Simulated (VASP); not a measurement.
Crystal: AlIn3N2.

```xyz
6
Lattice="4.4832 0.0000 0.0000 0.0000 4.4832 0.0000 0.0000 0.0000 6.3844" Properties=species:S:1:pos:R:3 pbc="T T T"
Al    0.0000    0.0000    3.1922
In    2.2416    2.2416    0.0000
In    0.0000    0.0000    0.0000
In    2.2416    2.2416    3.1922
N     0.0000    2.2416    1.7105
N     2.2416    0.0000    4.6740
```

The cell was built by a generator and needn't be a form met in nature.

- Program: VASP 6.6.1
- Task: relaxation of cell and atoms
- Functional: PBE
- Potentials or basis: VASP PAW PBE potentials, release 64 (Al, In_d, N)
- Cutoff: 520 eV
- k mesh: 3 × 3 × 2
- Occupations: gaussian, width 0.15 eV
- Spin: no spin polarisation

At the start: pressure -7.5 GPa; volume 21.39 Å³/atom.

Problem. How do energy, volume and symmetry change on relaxing?

Solution. Over 12 steps the energy falls by 536.0 meV/atom and the volume is 20.07 Å³/atom (-6.2 %); space group P-4m2 (No. 115, to 0.05 Å).

Step by step:
| step | energy change (eV) | largest force (eV/Å) | pressure (GPa) | volume (Å³) |
| --- | --- | --- | --- | --- |
| 1 | 0.0000 | 1.1164 | -7.48 | 128.32 |
| 2 | -0.6748 | 1.6735 | -0.29 | 110.63 |
| 3 | -0.6985 | 1.8258 | 1.64 | 107.10 |
| 4 | -1.1003 | 1.9311 | 3.26 | 105.30 |
| 5 | -2.2197 | 1.2588 | 8.17 | 99.92 |
| 6 | 0.9171 | 2.2218 | 50.78 | 89.17 |
| 7 | -2.3197 | 0.6863 | 11.37 | 98.58 |
| 8 | -2.5244 | 0.4534 | 9.41 | 100.92 |
| 9 | -2.9552 | 0.3832 | 4.94 | 108.15 |
| 10 | -3.1914 | 0.1623 | -1.00 | 123.58 |
| 11 | -3.2173 | 0.0452 | 0.66 | 119.88 |
| 12 | -3.2161 | 0.0678 | 0.15 | 120.40 |

Final structure:
```
Al In N
1.0
     4.16608    0.00000    0.00000
     0.00000    4.16608    0.00000
     0.00000    0.00000    6.93672
Al In N
1 3 2
Direct
  0.00000 0.00000 0.50000
  0.50000 0.50000 0.00000
  0.00000 0.00000 0.00000
  0.50000 0.50000 0.50000
  0.00000 0.50000 0.44380
  0.50000 0.00000 0.55620
```

Caveat: the k mesh is coarse (spacing up to 0.49 Å⁻¹), so the values aren't converged; this functional lacks dispersion, which binds the layers, so the pressure and a relaxed spacing across them are unreliable.
